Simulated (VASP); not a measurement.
Crystal: Ti.

```
Ti
1.0
     2.93573    0.00000    0.00000
    -1.46787    2.54242    0.00000
     0.00000    0.00000    4.64086
Ti
2
Direct
  0.33333 0.66667 0.25000
  0.66667 0.33333 0.75000
```

```yaml
Program: VASP 6.6.1
Task: relaxation of cell and atoms
Functional: PBEsol
Potentials_or_basis: VASP PAW PBE potentials, release 64 (Ti_sv)
Cutoff: 480 eV
k_mesh: 18 × 18 × 10
Occupations: gaussian, width 0.1 eV
Spin: no spin polarisation
```

At the start: pressure -4.3 GPa; volume 17.32 Å³/atom.

How do energy, volume and symmetry change on relaxing?

Over 7 steps the energy falls by 8.9 meV/atom and the volume is 16.67 Å³/atom (-3.7 %); space group P6_3/mmc (No. 194, to 0.05 Å).

Step by step:
| step | energy change (eV) | largest force (eV/Å) | pressure (GPa) | volume (Å³) |
| --- | --- | --- | --- | --- |
| 1 | 0.0000 | 0.0000 | -4.29 | 34.64 |
| 2 | -0.0066 | 0.0000 | 3.77 | 32.37 |
| 3 | -0.0178 | 0.0000 | -0.01 | 33.35 |
| 4 | -0.0178 | 0.0000 | 0.07 | 33.32 |
| 5 | -0.0178 | 0.0000 | -0.05 | 33.36 |
| 6 | -0.0178 | 0.0000 | -0.04 | 33.35 |
| 7 | -0.0178 | 0.0000 | -0.01 | 33.35 |

Final structure:
```cif
data_structure
_symmetry_space_group_name_H-M 'P 1'
_symmetry_Int_Tables_number 1
_cell_length_a 2.8977
_cell_length_b 2.8977
_cell_length_c 4.5857
_cell_angle_alpha 90.000
_cell_angle_beta 90.000
_cell_angle_gamma 120.000
_cell_volume 33.35
loop_
_atom_site_label
_atom_site_type_symbol
_atom_site_fract_x
_atom_site_fract_y
_atom_site_fract_z
_atom_site_occupancy
Ti1 Ti 0.33333 0.66667 0.25000 1
Ti2 Ti 0.66667 0.33333 0.75000 1
```

Caveat: the PAW data sets were made with another functional, which shifts forces and pressure a little.
